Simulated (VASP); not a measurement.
Level of theory: r2SCAN+rVV10, VASP's PBE PAW potentials (set 64) (plane waves; VASP 6.6.1).

VASP ran on this input.

### KPOINTS
```
Automatic mesh
0
Gamma
  15 15 15
0 0 0
```

POSCAR:
```
HfC
4.628190
  0.0000000000   0.5000000379   0.5000000379
  0.5000000379   0.0000000000   0.5000000379
  0.5000000379   0.5000000379   0.0000000000
Hf C
1 1
Direct
  0.0000000000   0.0000000000   0.0000000000
  0.5000000000   0.5000000000   0.5000000000
```

**INCAR**
```
LCHARG=.FALSE.
ALGO=Normal   ! blocked Davidson
ENCUT=520   ! plane-wave cut-off (eV)
LREAL=.FALSE.   ! projection in real space or not
ISMEAR=-5   ! tetrahedra, Bloechl
BPARAM=11.95
LMAXMIX=6
SYSTEM=HfC
ISIF=2
LUSE_VDW=.TRUE.
LORBIT=11   ! lm-projected
NEDOS=601
PREC=Accurate
METAGGA=R2SCAN
LMIXTAU=.TRUE.
LWAVE=.FALSE.
LASPH=.TRUE.   ! aspherical one-centre terms
CPARAM=0.0093
NELM=100   ! most electronic steps
EDIFF=1E-7
```

**KPOINTS_OPT**
```
k-points along high-symmetry lines
10
Line-mode
Reciprocal
  0.000000   0.000000   0.000000 ! GAMMA
  0.500000   0.000000   0.500000 ! X

  0.500000   0.000000   0.500000 ! X
  0.625000   0.250000   0.625000 ! U

  0.375000   0.375000   0.750000 ! K
  0.000000   0.000000   0.000000 ! GAMMA

  0.000000   0.000000   0.000000 ! GAMMA
  0.500000   0.500000   0.500000 ! L

  0.500000   0.500000   0.500000 ! L
  0.500000   0.250000   0.750000 ! W

  0.500000   0.250000   0.750000 ! W
  0.500000   0.000000   0.500000 ! X
```

POTCAR, in this order: Hf_pv C (PBE.64 set). Program: vasp_std.

### Question
What will the output report for the number of irreducible k-points (NKPTS), largest plane-wave count, number of space-group operations, FFT grid (NGX, NGY, NGZ)?

### Answer

| Property | Value |
|---|---|
| number of irreducible k-points (NKPTS) | 120 |
| largest plane-wave count | 681 |
| number of space-group operations | 48 |
| FFT grid (NGX, NGY, NGZ) | 24 × 24 × 24 |

The compound is HfC in the rock salt structure. It was relaxed first.
